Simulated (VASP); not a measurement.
Energy against volume of PbO₂ (rutile). Calculation: vdW-DF2, VASP's PBE PAW potentials (set 64) (plane waves; VASP). Run with 520 eV cut-off, 5×5×6 Γ-centred mesh, Gaussian smearing of 0.050 eV, potentials Pb_d O.

Shape and ions are relaxed at each volume.

```json
[
 {"V (Å³/atom)": "14.846", "E (eV/atom)": "-3.07272"},
 {"V (Å³/atom)": "15.320", "E (eV/atom)": "-3.08788"},
 {"V (Å³/atom)": "15.794", "E (eV/atom)": "-3.09314"},
 {"V (Å³/atom)": "16.267", "E (eV/atom)": "-3.09017"}
]
```

Question: Fit these four points and predict the energy of the run at 16.741 Å³/atom.

Answer: A cubic in V^(−2/3), the third-order Birch-Murnaghan form, passes through the four points with V0 = 15.85 Å³/atom and B0 = 91 GPa, and gives -3.0803 eV/atom there. The run gave -3.0804 eV/atom, -0.0 meV/atom from the fit; all five points give B0 = 91 GPa.

The compound is PbO2 in the rutile structure. It was relaxed first, which changed the volume by +14 %.
